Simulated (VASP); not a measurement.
Here is the system:

```yaml
crystal:
  lattice:
    - [0.00000, 2.72853, 2.72853]
    - [2.72853, 0.00000, 2.72853]
    - [2.72853, 2.72853, 0.00000]
  atoms:
    - { symbol: Ca, position: [0.00000, 0.00000, 0.00000] }
```

The numbers are results of PBEsol GGA, VASP's PBE PAW potentials (set 64) (plane waves; VASP), not measurements. Run with 400 eV cut-off, 10×10×10 Γ-centred mesh, first-order Methfessel-Paxton smearing of 0.10 eV, potentials Ca_sv.

Question: Estimate the energy per atom (σ→0), band gap (on the k-mesh) with the smallest direct gap where there is one.

Answer: 
```
Quantity                                                    Result
------------------------  ----------------------------------------
band gap (on the k-mesh)  none (metal, semimetal or under 0.01 eV)
energy per atom (σ→0)                               -2.135 eV/atom
```

The absolute energy has meaning only against runs of the same code, potentials and settings.

The compound is Ca in the fcc structure. It was relaxed first, which changed the volume by -6 %. The start is the result of an earlier pass.
